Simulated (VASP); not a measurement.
Here is a VASP 6.6.1 calculation.

File INCAR:

```
PREC = Accurate
ENCUT = 700
EDIFF = 1E-7
ISMEAR = 0
SIGMA = 0.1
LREAL = F
LASPH = T
NELM = 80
ALGO = Normal
ISIF = 3
LWAVE = F
LCHARG = F
GGA = PE
IBRION = 2
NSW = 80
EDIFFG = -0.002
```

KPOINTS

```
regular mesh
0
Gamma
  18 18 18
```

Contents of POSCAR:

```
Mo                                      
1.0
   -1.5811890321      1.5811890321      1.5811890321
    1.5811890321     -1.5811890321      1.5811890321
    1.5811890321      1.5811890321     -1.5811890321
  Mo            
     1
Direct
     0.0000000000000000    0.0000000000000000    0.0000000000000000
```

Potentials or basis: VASP PAW PBE potentials, release 64 (Mo_sv).

Command:

```bash
$ cat potpaw_PBE.64/Mo_sv/POTCAR > POTCAR
$ mpirun -np 1 vasp_std > vasp.out
```

Predict the band gap on the k mesh.

none (metal or under the smearing width).

Final structure:
```yaml
crystal:
  lattice:
    - [-1.58123, 1.58123, 1.58123]
    - [1.58123, -1.58123, 1.58123]
    - [1.58123, 1.58123, -1.58123]
  atoms:
    - { symbol: Mo, position: [0.00000, 0.00000, 0.00000] }
```
